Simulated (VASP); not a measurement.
```xyz
2
Lattice="0.0000 1.8075 1.8075 1.8075 0.0000 1.8075 1.8075 1.8075 0.0000" Properties=species:S:1:pos:R:3 pbc="T T T"
B      0.0000     0.0000     0.0000
N      0.9038     0.9038     0.9038
```

The base run (VASP): PBE GGA, plane waves, VASP's PBE PAW potentials (set 64). Numerical set-up: 520 eV cut-off, 11×11×11 Γ-centred mesh, Gaussian smearing of 0.050 eV, potentials B N.

One setting is varied; ΔE counts from the base run. The base run took about 3 core-seconds. Costs are core time on shared hosts, one run each; read them as rough ratios.

```tsv
setting	cost over the base run	electronic steps	ΔE (meV/atom)
AMIX = 1.0, BMIX = 0.0001, IMIX = 4	within a factor of 2	12	0.0
AMIX = 1.0, BMIX = 1.0, IMIX = 4	within a factor of 2	12	0.0
base run	reference	12	0.0
AMIX = 0.2, BMIX = 0.0001, IMIX = 4	within a factor of 2	13	0.0
AMIX = 0.1, BMIX = 0.0001, IMIX = 4	within a factor of 2	14	0.0
AMIX = 0.1, BMIX = 0.0001, IMIX = 1	about 3 times	41	0.0
```

Left out are runs that failed, have no time on record or changed the cell.

The compound is BN in the zinc blende structure. The cell was not relaxed at this level.
